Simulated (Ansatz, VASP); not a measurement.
One calculation of FeAu, two programs

```xyz
2
Lattice="1.4117 0.8151 4.4695 -1.4117 0.8151 4.4695 0.0000 -1.6301 4.4695" Properties=species:S:1:pos:R:3 pbc="T T T"
Fe    0.0000    0.0000    6.7042
Au    0.0000    0.0000    0.0000
```

Alike in both runs: task single point; functional RPBE; k mesh 3 × 3 × 3; occupations gaussian, width 0.1 eV; collinear spin.

```csv
,VASP,Ansatz
version,VASP 6.6.1,Ansatz 0.2.0
potentials or method,"VASP PAW PBE potentials, release 64 (Fe, Au)","scalar-relativistic, plane waves, PAW"
plane-wave cutoff (eV),520,420
valence electrons in the cell,19,35
```

VASP gave:

```
gap on the k mesh at the Fermi level (eV)                     : none
pressure (GPa)                                                : 1.3
largest component of the traceless stress (GPa)               : 2.71
net moment per atom (μB)                                      : 1.54
size of the moment on the site where the two differ most (μB) : 3.04
```

Q: Which values does Ansatz return?

A: gap on the k mesh at the Fermi level (eV): none; pressure (GPa): 1.9; largest component of the traceless stress (GPa): 3.48; net moment per atom (μB): 1.57; size of the moment on the site where the two differ most (μB): 3.12.

Site moments also hang on the region over which each program counts them. A gap of «none» marks a metal or a gap that the smearing closes. The two sets of potentials don't hold the same shells in valence.

Caveats: the k mesh is coarse (spacing up to 0.87 Å⁻¹), so the values aren't converged; the PAW data sets were made with another functional, which shifts forces and pressure a little (VASP). Spin-orbit coupling is left out, which matters for the levels of Au.
